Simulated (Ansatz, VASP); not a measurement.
# Al2GaP3 in VASP and in Ansatz

```xyz
12
Lattice="3.8859 0.0000 0.0000 -1.9429 3.3653 0.0000 0.0000 0.0000 19.1646" Properties=species:S:1:pos:R:3 pbc="T T T"
Al    0.0000    2.2435    0.0004
Al    0.0000    2.2435   12.7730
Al    1.9429    1.1218    3.1907
Al    1.9429    1.1218    9.5827
Ga    0.0000    2.2435    6.3945
Ga    1.9429    1.1218   15.9768
P     0.0000    2.2435    2.3932
P     0.0000    2.2435    8.7892
P     0.0000    2.2435   15.1655
P     1.9429    1.1218    5.5833
P     1.9429    1.1218   11.9754
P     1.9429    1.1218   18.3715
```

Alike in both runs: task single point; functional PBE; k mesh 6 × 6 × 1; occupations gaussian, width 0.1 eV; no spin polarisation.

|  | VASP | Ansatz |
| --- | --- | --- |
| version | VASP 6.6.1 | Ansatz 0.2.0 |
| potentials or method | VASP PAW PBE potentials, release 64 (Al, Ga_d, P) | scalar-relativistic, plane waves, PAW |
| plane-wave cutoff (eV) | 520 | 420 |
| valence electrons in the cell | 68 | 68 |

```tsv
	VASP	Ansatz	Ansatz less VASP
gap on the k mesh at the Fermi level (eV)	1.52	1.52	+0.002
least direct gap on the mesh (eV)	1.85	1.85	+0.003
pressure (GPa)	0.0	0.0	+0.08
```

Caveats: an odd mesh through Γ misses points on the zone boundary, where band edges often lie.
